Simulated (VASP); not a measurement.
An input for Quantum ESPRESSO's pw.x (written as the equivalent of a VASP run, and not itself run):

```
&CONTROL
  calculation = 'scf'
  pseudo_dir = './pseudo'
  outdir = './out'
  tprnfor = .true.
  tstress = .true.
/
&SYSTEM
  ibrav = 0
  nat = 2
  ntyp = 2
  ecutwfc = 88
  occupations = 'smearing'
  smearing = 'gaussian'
  degauss = 0.003675
  input_dft = 'pbe'
/
&ELECTRONS
  conv_thr = 7.3e-09
  electron_maxstep = 100
/
ATOMIC_SPECIES
  Be 9.012 Be.upf
  Se 78.971 Se.upf
CELL_PARAMETERS angstrom
     0.0000000    2.5775533    2.5775533
     2.5775533    0.0000000    2.5775533
     2.5775533    2.5775533    0.0000000
ATOMIC_POSITIONS crystal
  Be   0.0000000  0.0000000  0.0000000
  Se   0.2500000  0.2500000  0.2500000
K_POINTS automatic
  8 8 8 0 0 0
```

Translate this input to VASP (INCAR, KPOINTS, POSCAR, choice of POTCAR).

Several could match; the one computed here: 
**INCAR**
```
# general
SYSTEM  = BeSe
PREC    = Accurate
ENCUT   = 480
LREAL   = .False.
LASPH   = .True.

# electronic loop
EDIFF   = 1E-7
NELM    = 100
ALGO    = Normal
LMAXMIX = 4

# smearing
ISMEAR  = 0
SIGMA   = 0.05

# functional
GGA     = PE

# ions
ISIF    = 2

# output
LWAVE   = .False.
LCHARG  = .False.
```

**POSCAR**
```
BeSe
1
    0.0000000000     2.5775533362     2.5775533362
    2.5775533362     0.0000000000     2.5775533362
    2.5775533362     2.5775533362     0.0000000000
Be Se
1 1
Direct
  0.0000000000   0.0000000000   0.0000000000
  0.2500000000   0.2500000000   0.2500000000
```

**KPOINTS**
```
Automatic mesh
0
Gamma
8 8 8
0 0 0
```

POTCAR, in this order: Be Se (PBE.64 set). Program: vasp_std.

Limits of the translation: the potentials are each code's own (VASP's PAW set, PseudoDojo norm-conserving files in pw.x), so ENCUT and ecutwfc are chosen apart and not converted; conv_thr bounds pw.x's estimated SCF error, while EDIFF bounds the energy change between steps.

The compound is BeSe in the zinc blende structure. This cell was strained or had an atom moved on purpose.
